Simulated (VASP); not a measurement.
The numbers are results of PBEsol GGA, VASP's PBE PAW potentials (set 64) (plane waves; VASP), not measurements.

VASP ran on this input.

File POSCAR:
```
TaO
12.674280
  0.2213195881   0.0000000000   0.0000000000
 -0.1106597940   0.1916683879   0.0000000000
  0.0000000000   0.0000000000   0.4999999932
Ta O
2 2
Cart
  0.0000000000   0.0000000000   0.0000000000
  0.0000000000   0.0000000000   0.2499999966
 -0.0000001107   0.1277789892   0.1249999983
  0.1106599047   0.0638893987   0.3749999949
```

### INCAR
```
SYSTEM = TaO
PREC = Accurate; ENCUT = 520; LREAL = .FALSE.
LASPH = .TRUE.; ICHARG = 11
EDIFF = 1E-7; NELM = 100; ALGO = Normal
LMAXMIX = 6
ISMEAR = 0; SIGMA = 0.05
GGA = PS
LWAVE = .FALSE.; LCHARG = .FALSE.; LORBIT = 11
```

File KPOINTS:
```
k-points along high-symmetry lines
10
Line-mode
Reciprocal
  0.000000   0.000000   0.000000 ! GAMMA
  0.500000   0.000000   0.000000 ! M

  0.500000   0.000000   0.000000 ! M
  0.333333   0.333333   0.000000 ! K

  0.333333   0.333333   0.000000 ! K
  0.000000   0.000000   0.000000 ! GAMMA

  0.000000   0.000000   0.000000 ! GAMMA
  0.000000   0.000000   0.500000 ! A

  0.000000   0.000000   0.500000 ! A
  0.500000   0.000000   0.500000 ! L

  0.500000   0.000000   0.500000 ! L
  0.333333   0.333333   0.500000 ! H

  0.333333   0.333333   0.500000 ! H
  0.000000   0.000000   0.500000 ! A

  0.500000   0.000000   0.500000 ! L
  0.500000   0.000000   0.000000 ! M

  0.333333   0.333333   0.500000 ! H
  0.333333   0.333333   0.000000 ! K
```

POTCAR, in this order: Ta_pv O (PBE.64 set). Program: vasp_std. Read from the step before: CHGCAR.

Output of the run:

### OSZICAR
```
       N       E                     dE             d eps       ncg     rms          rms(c)
DAV:   1     0.302515506032E+03    0.30252E+03   -0.19574E+04  3780   0.172E+03
DAV:   2    -0.232318240790E+02   -0.32575E+03   -0.31595E+03  4512   0.468E+02
DAV:   3    -0.400197508886E+02   -0.16788E+02   -0.16480E+02  4857   0.941E+01
DAV:   4    -0.403604012592E+02   -0.34065E+00   -0.33063E+00  4769   0.117E+01
DAV:   5    -0.403709669093E+02   -0.10566E-01   -0.10556E-01  4657   0.142E+00
DAV:   6    -0.403713516984E+02   -0.38479E-03   -0.38468E-03  4908   0.184E-01
DAV:   7    -0.403713601748E+02   -0.84764E-05   -0.84744E-05  4617   0.220E-02
DAV:   8    -0.403713606299E+02   -0.45506E-06   -0.45409E-06  3879   0.323E-03
DAV:   9    -0.403713606581E+02   -0.28243E-07   -0.29528E-07  3031   0.755E-04
   1 F= -.40371361E+02 E0= -.40370024E+02  d E =-.267339E-02
```

OUTCAR:
```
 val. band max:        8.6977810753   @ k =   0.2778   0.0000   0.5000

 cond. band min:       8.7298262951   @ k =   0.0000   0.0000   0.4444



 k-point     1 :       0.0000    0.0000    0.0000
  band No.  band energies     occupation
      1     -27.5864      2.00000
      2     -27.0660      2.00000
      3     -26.0307      2.00000
      4     -26.0307      2.00000
      5     -26.0011      2.00000
      6     -26.0011      2.00000
      7     -13.9041      2.00000
      8     -12.5255      2.00000
      9      -2.0590      2.00000
     10       1.8477      2.00000
     11       2.2509      2.00000
     12       2.2509      2.00000
     13       3.0765      2.00000
     14       3.5438      2.00000
     15       3.5438      2.00000
     16       7.1895      2.00000
     17       8.0986      2.00000
     18       8.0986      2.00000
     19       8.5842      1.99979
     20       8.9508      0.00000
     21       8.9508      0.00000

 k-point     2 :       0.0556    0.0000    0.0000
  band No.  band energies     occupation
      1     -27.5749      2.00000
      2     -27.0590      2.00000
      3     -26.0814      2.00000
      4     -26.0481      2.00000
      5     -26.0412      2.00000
      6     -26.0113      2.00000
      7     -13.8540      2.00000
      8     -12.5330      2.00000
      9      -1.9517      2.00000
     10       1.7544      2.00000
     11       2.1752      2.00000
     12       2.2517      2.00000
     13       3.2026      2.00000
     14       3.2840      2.00000
     15       3.4937      2.00000
     16       7.2530      2.00000
     17       8.0512      2.00000
     18       8.2269      2.00000
     19       8.7443      0.40839
     20       8.8683      0.00001
     21       9.0579      0.00000

 k-point     3 :       0.1111    0.0000    0.0000
  band No.  band energies     occupation
      1     -27.5417      2.00000
      2     -27.0387      2.00000
      3     -26.2251      2.00000
      4     -26.1817      2.00000
...
```

The density is held fixed in this step, so its total energy and stress have no physical meaning. Unless said otherwise, spin-orbit coupling is left out, though it shifts the bands of the heavy elements here.

The structure was generated: TaO was put into the NiAs type type (P6_3/mmc), which need not be its known phase. It was relaxed first, which changed the volume by -33 %.
